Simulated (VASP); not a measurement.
OSZICAR of a VASP run on Zn$_{37}$O$_{36}$:

### OSZICAR
```
...
DAV:   1    -0.319912605124E+03    0.62052E-01   -0.80128E+01   792   0.165E+01    0.171E+00
RMM:   2    -0.320101311266E+03   -0.18871E+00   -0.20420E+00   792   0.287E+00    0.133E+00
RMM:   3    -0.320115274520E+03   -0.13963E-01   -0.26529E-01   792   0.105E+00    0.683E-01
RMM:   4    -0.320114043369E+03    0.12312E-02   -0.27942E-02   803   0.396E-01    0.551E-01
RMM:   5    -0.320112612688E+03    0.14307E-02   -0.78200E-03   794   0.200E-01    0.259E-01
RMM:   6    -0.320112786519E+03   -0.17383E-03   -0.25883E-03   792   0.878E-02    0.155E-01
RMM:   7    -0.320112640931E+03    0.14559E-03   -0.50202E-04   798   0.469E-02    0.816E-02
RMM:   8    -0.320112658645E+03   -0.17713E-04   -0.22176E-04   782   0.251E-02    0.322E-02
RMM:   9    -0.320112649014E+03    0.96305E-05   -0.50624E-05   580   0.146E-02
   6 F= -.32011265E+03 E0= -.32011265E+03  d E =-.137989E+00
       N       E                     dE             d eps       ncg     rms          rms(c)
DAV:   1    -0.320094582190E+03    0.18076E-01   -0.11538E+01   840   0.627E+00    0.651E-01
RMM:   2    -0.320121231482E+03   -0.26649E-01   -0.28827E-01   793   0.107E+00    0.497E-01
RMM:   3    -0.320123166183E+03   -0.19347E-02   -0.37369E-02   792   0.392E-01    0.247E-01
RMM:   4    -0.320123022840E+03    0.14334E-03   -0.38143E-03   799   0.142E-01    0.203E-01
RMM:   5    -0.320122832087E+03    0.19075E-03   -0.10263E-03   793   0.724E-02    0.950E-02
RMM:   6    -0.320122855884E+03   -0.23797E-04   -0.33618E-04   773   0.320E-02    0.558E-02
RMM:   7    -0.320122839923E+03    0.15961E-04   -0.59295E-05   616   0.157E-02    0.308E-02
RMM:   8    -0.320122844191E+03   -0.42673E-05   -0.35994E-05   562   0.101E-02
   7 F= -.32012284E+03 E0= -.32012284E+03  d E =-.148184E+00
       N       E                     dE             d eps       ncg     rms          rms(c)
DAV:   1    -0.320137104508E+03   -0.14265E-01   -0.14991E+01   816   0.724E+00    0.576E-01
RMM:   2    -0.320156030242E+03   -0.18926E-01   -0.20403E-01   792   0.967E-01    0.423E-01
RMM:   3    -0.320157227431E+03   -0.11972E-02   -0.25151E-02   792   0.340E-01    0.217E-01
RMM:   4    -0.320157127012E+03    0.10042E-03   -0.28962E-03   794   0.132E-01    0.149E-01
RMM:   5    -0.320157038535E+03    0.88478E-04   -0.76948E-04   793   0.662E-02    0.589E-02
RMM:   6    -0.320157058182E+03   -0.19648E-04   -0.22397E-04   789   0.281E-02    0.292E-02
RMM:   7    -0.320157051292E+03    0.68906E-05   -0.53270E-05   560   0.151E-02
   8 F= -.32015705E+03 E0= -.32015705E+03  d E =-.342071E-01
       N       E                     dE             d eps       ncg     rms          rms(c)
DAV:   1    -0.320150513907E+03    0.65443E-02   -0.13960E+01   816   0.699E+00    0.555E-01
RMM:   2    -0.320168301443E+03   -0.17788E-01   -0.19152E-01   792   0.938E-01    0.405E-01
RMM:   3    -0.320169418955E+03   -0.11175E-02   -0.23597E-02   792   0.330E-01    0.211E-01
RMM:   4    -0.320169321322E+03    0.97633E-04   -0.27426E-03   795   0.129E-01    0.142E-01
RMM:   5    -0.320169237793E+03    0.83529E-04   -0.72560E-04   793   0.644E-02    0.575E-02
RMM:   6    -0.320169256698E+03   -0.18905E-04   -0.21493E-04   789   0.274E-02    0.282E-02
RMM:   7    -0.320169250020E+03    0.66779E-05   -0.51202E-05   556   0.148E-02
   9 F= -.32016925E+03 E0= -.32016925E+03  d E =-.464058E-01
       N       E                     dE             d eps       ncg     rms          rms(c)
DAV:   1    -0.320168032066E+03    0.12246E-02   -0.11071E+01   816   0.626E+00    0.494E-01
RMM:   2    -0.320183083127E+03   -0.15051E-01   -0.16079E-01   792   0.855E-01    0.354E-01
RMM:   3    -0.320184074350E+03   -0.99122E-03   -0.20086E-02   792   0.301E-01    0.187E-01
RMM:   4    -0.320183997779E+03    0.76572E-04   -0.22390E-03   794   0.112E-01    0.129E-01
RMM:   5    -0.320183930756E+03    0.67023E-04   -0.61403E-04   792   0.571E-02    0.452E-02
RMM:   6    -0.320183947738E+03   -0.16983E-04   -0.16310E-04   778   0.249E-02    0.262E-02
RMM:   7    -0.320183942949E+03    0.47889E-05   -0.45825E-05   553   0.132E-02
  10 F= -.32018394E+03 E0= -.32018394E+03  d E =-.146929E-01
       N       E                     dE             d eps       ncg     rms          rms(c)
DAV:   1    -0.320183577359E+03    0.37038E-03   -0.82205E-01   864   0.171E+00    0.132E-01
RMM:   2    -0.320184703784E+03   -0.11264E-02   -0.12002E-02   792   0.233E-01    0.946E-02
RMM:   3    -0.320184775734E+03   -0.71949E-04   -0.14946E-03   792   0.821E-02    0.514E-02
RMM:   4    -0.320184769210E+03    0.65233E-05   -0.16675E-04   779   0.302E-02    0.348E-02
RMM:   5    -0.320184763875E+03    0.53357E-05   -0.47707E-05   618   0.158E-02
  11 F= -.32018476E+03 E0= -.32018476E+03  d E =-.155139E-01
       N       E                     dE             d eps       ncg     rms          rms(c)
DAV:   1    -0.320178883612E+03    0.58856E-02   -0.11503E+01   824   0.642E+00    0.482E-01
RMM:   2    -0.320195474907E+03   -0.16591E-01   -0.17905E-01   792   0.872E-01    0.294E-01
RMM:   3    -0.320196397866E+03   -0.92296E-03   -0.21849E-02   792   0.317E-01    0.159E-01
RMM:   4    -0.320196327545E+03    0.70321E-04   -0.23330E-03   794   0.111E-01    0.114E-01
RMM:   5    -0.320196245235E+03    0.82310E-04   -0.63374E-04   792   0.563E-02    0.365E-02
RMM:   6    -0.320196261657E+03   -0.16421E-04   -0.16906E-04   769   0.251E-02    0.257E-02
RMM:   7    -0.320196257097E+03    0.45598E-05   -0.45465E-05   551   0.134E-02
  12 F= -.32019626E+03 E0= -.32019626E+03  d E =-.114932E-01
       N       E                     dE             d eps       ncg     rms          rms(c)
DAV:   1    -0.320192024303E+03    0.42374E-02   -0.39941E+00   840   0.378E+00    0.280E-01
RMM:   2    -0.320197803218E+03   -0.57789E-02   -0.62297E-02   792   0.514E-01    0.174E-01
RMM:   3    -0.320198114741E+03   -0.31152E-03   -0.75709E-03   792   0.187E-01    0.956E-02
RMM:   4    -0.320198085317E+03    0.29424E-04   -0.80668E-04   794   0.648E-02    0.678E-02
RMM:   5    -0.320198055817E+03    0.29500E-04   -0.22412E-04   792   0.332E-02    0.220E-02
RMM:   6    -0.320198061571E+03   -0.57538E-05   -0.58516E-05   652   0.148E-02
  13 F= -.32019806E+03 E0= -.32019806E+03  d E =-.132977E-01
       N       E                     dE             d eps       ncg     rms          rms(c)
DAV:   1    -0.320185499264E+03    0.12557E-01   -0.12240E+01   824   0.660E+00    0.497E-01
RMM:   2    -0.320205802972E+03   -0.20304E-01   -0.21748E-01   794   0.936E-01    0.274E-01
RMM:   3    -0.320206845585E+03   -0.10426E-02   -0.25756E-02   792   0.344E-01    0.154E-01
RMM:   4    -0.320206767381E+03    0.78204E-04   -0.28262E-03   798   0.120E-01    0.115E-01
RMM:   5    -0.320206637470E+03    0.12991E-03   -0.77699E-04   792   0.624E-02    0.361E-02
RMM:   6    -0.320206657039E+03   -0.19568E-04   -0.21330E-04   766   0.277E-02    0.281E-02
RMM:   7    -0.320206651379E+03    0.56597E-05   -0.54371E-05   557   0.136E-02
  14 F= -.32020665E+03 E0= -.32020665E+03  d E =-.858981E-02
       N       E                     dE             d eps       ncg     rms          rms(c)
DAV:   1    -0.320202559569E+03    0.40975E-02   -0.30126E+00   832   0.328E+00    0.242E-01
RMM:   2    -0.320207597522E+03   -0.50380E-02   -0.53894E-02   795   0.466E-01    0.136E-01
RMM:   3    -0.320207859284E+03   -0.26176E-03   -0.64439E-03   792   0.171E-01    0.789E-02
RMM:   4    -0.320207836046E+03    0.23239E-04   -0.69234E-04   798   0.584E-02    0.578E-02
RMM:   5    -0.320207801450E+03    0.34596E-04   -0.19780E-04   776   0.311E-02    0.187E-02
RMM:   6    -0.320207806354E+03   -0.49042E-05   -0.51093E-05   622   0.139E-02
  15 F= -.32020781E+03 E0= -.32020781E+03  d E =-.974478E-02
       N       E                     dE             d eps       ncg     rms          rms(c)
DAV:   1    -0.320202466111E+03    0.53353E-02   -0.45455E+00   816   0.403E+00    0.343E-01
RMM:   2    -0.320210323870E+03   -0.78578E-02   -0.84759E-02   792   0.607E-01    0.233E-01
RMM:   3    -0.320210773505E+03   -0.44964E-03   -0.10384E-02   792   0.218E-01    0.121E-01
RMM:   4    -0.320210732411E+03    0.41095E-04   -0.11491E-03   798   0.785E-02    0.876E-02
RMM:   5    -0.320210692079E+03    0.40332E-04   -0.31428E-04   791   0.401E-02    0.318E-02
RMM:   6    -0.320210700639E+03   -0.85598E-05   -0.90168E-05   724   0.179E-02
  16 F= -.32021070E+03 E0= -.32021070E+03  d E =-.289429E-02
       N       E                     dE             d eps       ncg     rms          rms(c)
DAV:   1    -0.320210657636E+03    0.34443E-04   -0.73617E-02   896   0.512E-01    0.412E-02
RMM:   2    -0.320210772768E+03   -0.11513E-03   -0.12510E-03   792   0.747E-02    0.268E-02
RMM:   3    -0.320210779307E+03   -0.65395E-05   -0.15349E-04   741   0.264E-02    0.133E-02
RMM:   4    -0.320210778537E+03    0.77049E-06   -0.16282E-05   465   0.899E-03
  17 F= -.32021078E+03 E0= -.32021078E+03  d E =-.297218E-02
       N       E                     dE             d eps       ncg     rms          rms(c)
DAV:   1    -0.320209245443E+03    0.15339E-02   -0.19726E+00   824   0.266E+00    0.203E-01
RMM:   2    -0.320212065985E+03   -0.28205E-02   -0.30765E-02   792   0.365E-01    0.136E-01
RMM:   3    -0.320212217194E+03   -0.15121E-03   -0.37317E-03   792   0.131E-01    0.735E-02
RMM:   4    -0.320212196249E+03    0.20945E-04   -0.40963E-04   798   0.464E-02    0.506E-02
RMM:   5    -0.320212179866E+03    0.16382E-04   -0.11359E-04   759   0.239E-02    0.180E-02
RMM:   6    -0.320212182712E+03   -0.28458E-05   -0.30571E-05   531   0.109E-02
  18 F= -.32021218E+03 E0= -.32021218E+03  d E =-.140418E-02
```

Question: Which electronic solver shows in the log?

Answer: It is blocked Davidson (ALGO = Normal, or the opening steps of other solvers) and then RMM-DIIS (ALGO = Fast or VeryFast). The INCAR had ALGO = Fast.

Question: Can the final energy be trusted as converged?

Answer: Self-consistency was reached. It stopped with EDIFF = 1E-5, NELM = 100, NSW = 60 and EDIFFG = -0.03 after 18 ionic steps (PBE GGA, plane waves, VASP's PBE PAW potentials (set 64)).  The supercell is sampled at Γ alone, which is coarse: total energies, pressure and levels can be off, energies of defects by several tenths of an eV.

The cell is a supercell with a defect, built from ZnO (wurtzite): Zn_i. The run is not spin-polarised, so no state with unpaired spins was tried.
